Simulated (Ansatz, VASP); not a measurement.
# Lu3TlC: VASP beside Ansatz, part 3 of 3

One calculation is typed for both programs; each brings its own data sets. How far apart do they land? The cell is taken from a series of runs on this material, whose earlier steps may have relaxed, scaled, displaced or heated it; both programs get it as it stands.

VASP 6.6.1 and Ansatz 0.2.0.

So far. Step 2 (VASP: zone-centre phonons, PBEsol): The data set Lu_3 holds the 4f electrons frozen in the core, so no f bands or f moments appear.

### Step 3. Ansatz: zone-centre phonons, PBEsol

Level of this step: Ansatz beside VASP: Kohn-Sham DFT, plane waves, PBEsol (Ansatz).

Ansatz runs on its PAW soft_1 files.

The same cell, functional, mesh and smearing now go to Ansatz, which takes its cutoff from its data sets.

input.yaml

```yaml
crystal:
  lattice:
    - [4.71229544, 0.0, 0.0]
    - [0.0, 4.71229544, 0.0]
    - [0.0, 0.0, 4.71229544]
  atoms:
    - { symbol: Lu, position: [0.5, 0.0, 0.5] }
    - { symbol: Lu, position: [0.0, 0.5, 0.5] }
    - { symbol: Lu, position: [0.5, 0.5, 0.0] }
    - { symbol: Tl, position: [0.0, 0.0, 0.0] }
    - { symbol: C, position: [0.5, 0.5, 0.5] }
kpoints:
  mp_grid: { grid: [8, 8, 8] }
hamiltonian:
  xc: pbesol
  pseudopotentials: { kind: paw, azcp: { folder: soft_1 }, xc_functional: pbe }
scf:
  occupations: { method: methfessel_paxton, width: 0.2 }
output:
  eigenvalues: true
phonons:
  method: dfpt
```

Started as:

```
$ ansatz run input.yaml --threads 4 --pin off --max-ram 10240MiB --backend cpu --events-out ev --progress --plain --runs-dir out
```

Numbers of over 12 decimals in the logs are rounded to 6 here.

The program printed:

```text
zone centre: on kpoints.mp_grid the ground state, and the responses unless they are solved on pairs of k-points, stand on 125 of the mesh's 512 k-points, reduced under 8 symmetry operations, with k and −k counted as one. Each operation leaves every solved displacement unchanged or reverses it
Engine: ansatz 0.2.0, aarch64-unknown-linux-gnu
Pseudopotentials: kind: paw
Pseudopotential: Lu, paw, valence charge 25, recommended cutoff 420 eV (normal), soft_1/Lu.paw.azcp
Pseudopotential: Tl, paw, valence charge 13, recommended cutoff 420 eV (normal), soft_1/Tl.paw.azcp
Pseudopotential: C, paw, valence charge 4, recommended cutoff 420 eV (normal), soft_1/C.paw.azcp
Functional definition: PBEsol
  exchange = pbesol_x
  correlation = pbesol_c
Crystal: 5 atoms, lattice volume = 104.640 Å³
Basis set: ecut = 420 eV, 2103 PW (Γ), exchange–correlation on 64×64×64 points (8 copies of the dense FFT grid, shifted against one another)
Bands: 56, of which v1, the nominal top of the filled ones, is band 46 counted from 1 (45 counted from 0)
Symmetry: 48 space group operations
k-points: 125 of 512 (irreducible under 8 space group operations)
Non-local potential: Lu, projectors of the file, l = 0: 3, l = 1: 2, l = 2: 2, l = 3: 3
Non-local potential: Tl, projectors of the file, l = 0: 2, l = 1: 2, l = 2: 2, l = 3: 1
Non-local potential: C, projectors of the file, l = 0: 2, l = 1: 2, l = 2: 1
PAW form: soft (Blöchl's): semilocal exchange-correlation on the pseudo side does not see the compensation charge
PAW frozen core: Lu, regenerated for the run's functional, and the local potential with it (the file was generated under x = pbe(κ = 0.804, μ = 0.219515), c = pbe(β = 0.066725))
PAW frozen core: Tl, regenerated for the run's functional, and the local potential with it (the file was generated under x = pbe(κ = 0.804, μ = 0.219515), c = pbe(β = 0.066725))
PAW frozen core: C, regenerated for the run's functional, and the local potential with it (the file was generated under x = pbe(κ = 0.804, μ = 0.219515), c = pbe(β = 0.066725))
PAW one-centre angular grid: Lu, 590 points (default); XC on 64 Gauss nodes
PAW one-centre angular grid: Tl, 590 points (default); XC on 64 Gauss nodes
PAW one-centre angular grid: C, 110 points (default); XC on 64 Gauss nodes
Initial density: superposition of atomic densities (chi_scale 0.1, normalization cell, long waves kept (reshape's long-wave potential 0.00 eV rms))
Initial wavefunctions: pseudopotential atomic-orbital guess
Functional: x = pbesol(κ = 0.804, μ = 0.123457), c = pbesol(β = 0.046)
SCF iter   1: F=—  HF=-55385.143103 eV  |F-HF|=—  |Δ(HF+E_count)|=         —  Δρ=5.77e-2  dr2=6.97e0  ethr=3.10e-3  ⟨swp⟩=7.0  Hψ=30464  notcnv=0
preconditioner: auto → Kerker (q_TF=auto, 2.670 Å⁻¹)  [metal: Δε(μ)=0.068 eV  Ē_g=12.511 eV  σ=0.200 eV  W_gap=0.28  n_scr=32 (ndim 8)  ℏωp=33.7 eV  f_vac=0.000  D(μ)=1.25/eV (n_scr^D=6)]
SCF iter   2: F=—  HF=-55383.803274 eV  |F-HF|=—  |Δ(HF+E_count)|=    1.34e0  S|Δr|=    0.00e0  Δρ=2.56e-2  dr2=1.38e0  ethr=3.10e-3  ⟨swp⟩=3.4  Hψ=14684  notcnv=0  defer=406
SCF iter   3: F=—  HF=-55383.538189 eV  |F-HF|=—  |Δ(HF+E_count)|=   2.65e-1  S|Δr|=    0.00e0  Δρ=1.13e-2  dr2=2.09e-1  ethr=1.50e-3  ⟨swp⟩=2.5  Hψ=14109  notcnv=0  defer=405
SCF iter   4: F=—  HF=-55383.511419 eV  |F-HF|=—  |Δ(HF+E_count)|=   2.68e-2  S|Δr|=    0.00e0  Δρ=9.12e-3  dr2=9.51e-2  ethr=2.27e-4  ⟨swp⟩=3.0  Hψ=17229  notcnv=0  defer=405
SCF iter   5: F=—  HF=-55383.451173 eV  |F-HF|=—  |Δ(HF+E_count)|=   6.02e-2  S|Δr|=    0.00e0  Δρ=2.37e-3  dr2=8.48e-3  ethr=1.03e-4  ⟨swp⟩=3.2  Hψ=16670  notcnv=0  defer=396
SCF iter   6: F=—  HF=-55383.449431 eV  |F-HF|=—  |Δ(HF+E_count)|=   1.74e-3  S|Δr|=    0.00e0  Δρ=8.81e-4  dr2=1.53e-3  ethr=9.22e-6  ⟨swp⟩=2.6  Hψ=12568  notcnv=0  defer=396
SCF iter   7: F=—  HF=-55383.449022 eV  |F-HF|=—  |Δ(HF+E_count)|=   4.09e-4  S|Δr|=    0.00e0  Δρ=3.10e-4  dr2=9.43e-5  ethr=1.67e-6  ⟨swp⟩=2.2  Hψ=12478  notcnv=0  defer=396
SCF iter   8: F=—  HF=-55383.448991 eV  |F-HF|=—  |Δ(HF+E_count)|=   3.10e-5  S|Δr|=    0.00e0  Δρ=9.79e-5  dr2=1.04e-5  ethr=1.03e-7  ⟨swp⟩=2.9  Hψ=13603  notcnv=0  defer=396
SCF iter   9: F=—  HF=-55383.448992 eV  |F-HF|=—  |Δ(HF+E_count)|=   1.49e-6  S|Δr|=    0.00e0  Δρ=4.68e-5  dr2=1.78e-6  ethr=1.14e-8  ⟨swp⟩=3.3  Hψ=15665  notcnv=0  defer=396
SCF iter  10: F=—  HF=-55383.448992 eV  |F-HF|=—  |Δ(HF+E_count)|=   2.95e-8  S|Δr|=    0.00e0  Δρ=1.11e-5  dr2=1.59e-7  ethr=1.94e-9  ⟨swp⟩=2.6  Hψ=13605  notcnv=0  defer=396
SCF iter  11: F=—  HF=-55383.448992 eV  |F-HF|=—  |Δ(HF+E_count)|=   5.37e-9  S|Δr|=    0.00e0  Δρ=4.70e-6  dr2=2.36e-8  ethr=1.72e-10  ⟨swp⟩=2.8  Hψ=14259  notcnv=0  defer=396
SCF iter  12: F=—  HF=-55383.448992 eV  |F-HF|=—  |Δ(HF+E_count)|=   2.26e-9  S|Δr|=    0.00e0  Δρ=1.43e-6  dr2=1.43e-9  ethr=2.56e-11  ⟨swp⟩=2.2  Hψ=12323  notcnv=0  defer=396
SCF iter  13: F=—  HF=-55383.448992 eV  |F-HF|=—  |Δ(HF+E_count)|=  2.76e-10  S|Δr|=    0.00e0  Δρ=7.99e-7  dr2=6.79e-10  ethr=1.56e-12  ⟨swp⟩=3.5  Hψ=18653  notcnv=0  defer=396
SCF iter  14: F=—  HF=-55383.448992 eV  |F-HF|=—  |Δ(HF+E_count)|=  5.68e-10  S|Δr|=    0.00e0  Δρ=2.50e-7  dr2=7.65e-11  ethr=1.00e-12  ⟨swp⟩=3.1  Hψ=14203  notcnv=0  defer=396
SCF iter  15: F=—  HF=-55383.448992 eV  |F-HF|=—  |Δ(HF+E_count)|=    0.00e0  S|Δr|=    0.00e0  Δρ=7.90e-8  dr2=1.01e-11  ethr=1.00e-12  ⟨swp⟩=1.0  Hψ=6608  notcnv=0  defer=396
SCF iter  16: F=-55383.448992 eV  HF=-55383.448992 eV  |F-HF|=0.00e0  |Δ(HF+E_count)|=  1.46e-11  S|Δr|=    0.00e0  Δρ=2.22e-8  dr2=4.75e-13  ethr=1.00e-12  ⟨swp⟩=18.1  Hψ=61838  notcnv=0
SCF 1 converged in 16 iterations: F = -55383.448992 eV  dr2 = 4.75e-13
  greatest PAW one-centre occupation: 0.998 electrons in one spin orbital (limit 2), on the Lu atom at site 2 (counted from 0), in its partial waves of l = 0
DFPT response loops at Γ: preconditioner auto → Kerker (q_TF=auto, 2.670 Å⁻¹) (partly filled bands, converged f_vac=0.000); β = 1.00, the filter's whole step (`scf.mixing.beta` (0.50) is not read by the response loops under this deck's `scf.mixing.preconditioner`; to damp them name `kerker` or `kerker_dos`, under which they read `scf.mixing.beta`, and type it under 1.00, their step now; both keys bind the ground state too); Broyden in place of MSR1
SCF converged after 16 iterations
Stability not checked: this state was not tested for a lower state beside it, because cold or Methfessel-Paxton smearing, or corrected tetrahedra, fill the levels in a way that the test cannot read (fill_not_monotonic; see scf.lower_state_search)
Free energy (F): -55383.448992 eV
Harris-Foulkes:  -55383.448992 eV  (|F-HF|=0.00e0)
Internal energy: -55383.453287 eV  (E = F + TS)
E sigma→0 (E₀):  -55383.450066 eV
Entropy (-TS):   0.004295 eV (0.859 meV/atom)
Fermi energy:    14.754906 eV
--- Per-component energies (eV) ---
  E_band       = 206.667814
  E_kinetic    = 1617.198246
  E_local      = -21138.434338  (includes V_loc(G=0)·N_el)
  E_nonlocal   = 2390.613007
  E_hartree    = 8851.298844
  E_xc         = -853.239738
  E_vxc        = -942.332560  (∫ρ·V_xc dr)
  E_paw        = -32035.817464  (= ΣΔE_a)
  E_vpaw       = 577.025860  (= ΣTr[D̂ρ^β])
  E_aug_tail   = -0.000078  (compensation charges beyond the density's cutoff)
  E_ewald      = -14218.706852
  E_core_change = 3.635087  (= ΣΔE_core)
  E_smearing   = 0.004295  (= −TS)
  E_closure    = -0.000000  (closes the sum)
  Σ components = -55383.448992   (vs F -55383.448992, Δ=0.00e0)
--- Band table (eV; the first three rows and the last of 125) ---
  k-point 0: bands = [... 42 lower, 14.1730, 14.3134, 14.3134, 14.8795, 14.8795, 14.8795, 17.0273, 17.0273, ... 6 higher]
  k-point 1: bands = [... 42 lower, 14.0885, 14.4640, 14.5524, 14.7801, 14.7801, 14.9208, 16.2062, 17.2017, ... 6 higher]
  k-point 2: bands = [... 42 lower, 13.9153, 13.9153, 14.5555, 14.5555, 14.8976, 15.0293, 16.1029, 17.6520, ... 6 higher]
  k-point 124: bands = [... 42 lower, 10.7016, 14.1034, 14.1034, 14.1034, 16.4552, 16.4552, 16.4552, 17.1818, ... 6 higher]
--- Phonons (Γ-DFPT): 4 representative perturbations + reference, on 125 of 512 k-points (Σ response iterations 12) ---
  k mesh reduced under 8 symmetry operations, with k and −k counted as one. Each operation leaves every solved displacement unchanged or reverses it
  ASR residual: 3.329e-5 → 0.000e0 eV/Å²; symmetrization residual: 1.853e-6 eV/Å²
  ASR residual per site (eV/Å²): 2.43e-5 2.43e-5 2.43e-5 1.15e-5 3.33e-5
  Γ frequencies (cm⁻¹): 0.00 0.00 0.00 78.49 78.49 78.49 82.22 82.22 82.22 144.30 144.30 144.30 382.40 382.40 382.40
  non-analytic LO–TO correction: not included (Born effective charges unavailable; polar crystals: no LO–TO splitting at Γ)
```

### Step 4. Comparison

Known differences besides the potentials themselves: the data sets hold 92 valence electrons in Ansatz (on its PAW soft_1 files) and 44 in VASP; the cutoff is 420 eV in Ansatz and 600 eV in VASP; Ansatz makes its cores anew for this functional, VASP keeps those of its PBE data sets. Total energies have different zeros and are not compared.

The two programs side by side:

| quantity | Ansatz | VASP | difference |
| --- | --- | --- | --- |
| optical mode 1 to 3 (cm⁻¹) | 78.5 | 77.4 | +1.44 % |
| optical mode 4 to 6 (cm⁻¹) | 82.2 | 81.9 | +0.45 % |
| optical mode 7 to 9 (cm⁻¹) | 144.3 | 145.6 | -0.90 % |
| optical mode 10 to 12 (cm⁻¹) | 382.4 | 388.1 | -1.47 % |

Modes are paired by rising frequency, not by their patterns, so a pair may set unlike modes beside each other; they are those without the splitting of longitudinal modes.

### Step 5. Results

```yaml
r_m_s_difference_of_the_optical_zone_centre_modes_each_program_s_sorted_by_frequency_zone_centre_phonons_pbesol: 3.0 cm⁻¹
difference_in_optical_mode_10_to_12_zone_centre_phonons_pbesol: -1.5 %
```

The r.m.s. difference of the optical zone-centre modes, each program's sorted by frequency is 3.0 cm⁻¹ (zone-centre phonons, PBEsol). The data sets hold unlike numbers of valence electrons (92 in Ansatz and 44 in VASP), so part of the differences comes from the potentials. Among the rows given in per cent, the largest difference of the zone-centre phonons, PBEsol pair is in optical mode 10 to 12, -1.5 %. How closely two codes agree says nothing of how well the functional describes the real material.

[Lines on the potential files, build, host, timing and source positions are cut from VASP's logs without a mark.]

[Logs are printed without paths, hosts, clocks, repeated set-up lines and the standing remarks that a program may print on its own settings, such as how far it seeks lower states.]

[Hosts, paths, dates, database ids (printed as entryN), source tags and the programs' standing remarks are cut or masked in the printed files.]
